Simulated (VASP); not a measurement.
Consider the following.

```
CELL_PARAMETERS angstrom
      0.00000     7.83395     7.83395
      7.83395     0.00000     7.83395
      7.83395     7.83395     0.00000
ATOMIC_POSITIONS crystal
  Mg 0.00000 0.00000 0.00000
  Mg 0.00000 0.00000 0.33333
  Mg 0.00000 0.00000 0.66667
  Mg 0.00000 0.33333 0.00000
  Mg 0.00000 0.33333 0.33333
  Mg 0.00000 0.33333 0.66667
  Mg 0.00000 0.66667 0.00000
  Mg 0.00000 0.66667 0.33333
  Mg 0.00000 0.66667 0.66667
  Mg 0.33333 0.00000 0.00000
  Mg 0.33333 0.00000 0.33333
  Mg 0.33333 0.00000 0.66667
  Mg 0.33333 0.33333 0.00000
  Mg 0.33333 0.33333 0.33333
  Mg 0.33333 0.33333 0.66667
  Mg 0.33333 0.66667 0.00000
  Mg 0.33333 0.66667 0.33333
  Mg 0.33333 0.66667 0.66667
  Mg 0.66667 0.00000 0.00000
  Mg 0.66667 0.00000 0.33333
  Mg 0.66667 0.00000 0.66667
  Mg 0.66667 0.33333 0.00000
  Mg 0.66667 0.33333 0.33333
  Mg 0.66667 0.33333 0.66667
  Mg 0.66667 0.66667 0.00000
  Mg 0.66667 0.66667 0.33333
  Mg 0.66667 0.66667 0.66667
  S  0.16667 0.16667 0.16667
  S  0.16667 0.16667 0.50000
  S  0.16667 0.16667 0.83333
  S  0.16667 0.50000 0.16667
  S  0.16667 0.50000 0.50000
  S  0.16667 0.50000 0.83333
  S  0.16667 0.83333 0.16667
  S  0.16667 0.83333 0.50000
  S  0.16667 0.83333 0.83333
  S  0.50000 0.16667 0.16667
  S  0.50000 0.16667 0.50000
  S  0.50000 0.16667 0.83333
  S  0.50000 0.50000 0.16667
  S  0.50000 0.50000 0.50000
  S  0.50000 0.50000 0.83333
  S  0.50000 0.83333 0.16667
  S  0.50000 0.83333 0.50000
  S  0.50000 0.83333 0.83333
  S  0.83333 0.16667 0.16667
  S  0.83333 0.16667 0.50000
  S  0.83333 0.16667 0.83333
  S  0.83333 0.50000 0.16667
  S  0.83333 0.50000 0.50000
  S  0.83333 0.50000 0.83333
  S  0.83333 0.83333 0.16667
  S  0.83333 0.83333 0.50000
  S  0.83333 0.83333 0.83333
```

Method: PBE GGA, VASP's PBE PAW potentials (set 64) (plane waves; VASP). Numerical set-up: PREC = Normal, LREAL = Auto, EDIFF = 1E-5, 400 eV cut-off, 1×1×1 Γ-centred mesh, Gaussian smearing of 0.050 eV, potentials Mg S.

The supercell is sampled at Γ alone, which is coarse: total energies, pressure and levels can be off, energies of defects by several tenths of an eV.

### Question
What does the run give for the energy per atom (σ→0), pressure?

### Answer

The energy per atom (σ→0) is -4.137 eV/atom and the pressure is 1.49 GPa.

The cell is a supercell, built from a database entry that may be metastable or hypothetical.
